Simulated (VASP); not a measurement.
Wanted: the native input for a VASP 6.6.1 run.

* Task: relaxation of cell and atoms
* Functional: AM05
* Potentials or basis: VASP PAW PBE potentials, release 64 (W_sv, C)
* Cutoff: 600 eV
* k mesh: 15 × 15 × 13
* Occupations: methfessel-paxton, width 0.1 eV
* Spin: no spin polarisation
* Further INCAR settings: ALGO = Normal; EDIFF = 1e-06; IBRION = 2; EDIFFG = -0.01; NSW = 90; ISIF = 3

The structure of WC (Qusongite) lies in POSCAR:

```
WC
1.0
    2.9065000000      0.0000000000      0.0000000000
   -1.4532500000      2.5171028361      0.0000000000
    0.0000000000      0.0000000000      2.8366000000
W C
1 1
Direct
    0.0000000000      0.0000000000      0.0000000000
    0.6666666667      0.3333333333      0.5000000000
```

These files were run (other wordings do the same):

INCAR

```
SYSTEM = WC
PREC = Accurate ; ENCUT = 600
EDIFF = 1E-6 ; ISMEAR = 1
SIGMA = 0.1 ; LREAL = .FALSE.
LASPH = .TRUE. ; NELM = 80
ALGO = Normal ; ISIF = 3
LWAVE = .FALSE. ; LCHARG = .FALSE.
GGA = AM ; IBRION = 2
NSW = 90 ; EDIFFG = -0.01
```

KPOINTS

```
regular mesh
0
G
  15 15 13
  0 0 0
```

Potentials or basis: VASP PAW PBE potentials, release 64 (W_sv, C).

Launch:

```console
$ cat potpaw_PBE.64/W_sv/POTCAR potpaw_PBE.64/C/POTCAR > POTCAR
$ mpirun -np 1 vasp_std > vasp.out
```

Results of the run:

```yaml
Relaxed_volume: 10.25 Å³/atom
Relaxed_cell: a = 2.894 Å, b = 2.894 Å, c = 2.826 Å, α = 90.00°, β = 90.00°, γ = 120.00°
Space_group_after_relaxing_to_0.05_Å: P-6m2 (No. 187)
Energy_gained_by_relaxing: 1.9 meV/atom
Ionic_steps: 9
Pressure_after_relaxing: 0.0 GPa
Band_gap_on_the_k_mesh: none (metal or under the smearing width)
```

Caveat: the PAW data sets were made with another functional, which shifts forces and pressure a little.

It took 120 s on 1 thread of Intel(R) Xeon(R) Platinum 8259CL CPU @ 2.50GHz (Skylake/Cascade Lake) (shared host), peak memory 0.2 GiB.
